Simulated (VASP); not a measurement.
Here is the system:

```
CELL_PARAMETERS angstrom
      2.18126     0.00000     0.00000
     -1.09063     1.88902     0.00000
      0.00000     0.00000    16.73868
ATOMIC_POSITIONS crystal
  C  0.66667 0.33333 0.52207
  C  0.33333 0.66667 0.47793
```

Level of theory: r2SCAN meta-GGA, VASP's PBE PAW potentials (set 64) (plane waves; VASP 6.6.1). Run with 520 eV cut-off, 12×12×1 Γ-centred mesh, Gaussian smearing of 0.050 eV, potentials C.

The cell holds a wide vacuum, so values per volume refer to the whole cell.

The ions and cell shape at fixed volume are relaxed. What does this cell relax into?

```
CELL_PARAMETERS angstrom
      2.45769     0.00000     0.00000
     -1.22885     2.12843     0.00000
      0.00000     0.00000    13.18496
ATOMIC_POSITIONS crystal
  C  0.66667 0.33333 0.50001
  C  0.33333 0.66667 0.49999
```

How much energy does the relaxation gain?

The energy (σ→0) changes by -3113.4 meV/atom, in 10 ionic steps.

| step | E(σ→0) (eV) | max force (eV/Å) | pressure (GPa) | volume (Å³) |
|---|---|---|---|---|
| 1 | -13.6079 | 7.817 | 13.47 | 68.97 |
| 2 | -19.6781 | 0.197 | -7.00 | 68.97 |
| 3 | -19.7525 | 0.737 | -4.70 | 68.97 |
| 4 | -19.7575 | 1.044 | -3.95 | 68.97 |
| 5 | -19.8159 | 0.809 | -0.17 | 68.97 |
| 6 | -19.8283 | 0.275 | -1.26 | 68.97 |
| 7 | -19.8344 | 0.026 | 0.26 | 68.97 |
| 8 | -19.8347 | 0.027 | -0.01 | 68.97 |
| 9 | -19.8347 | 0.031 | -0.03 | 68.97 |
| 10 | -19.8347 | 0.007 | -0.11 | 68.97 |

The cell is a sheet with vacuum, built from a generated structure.
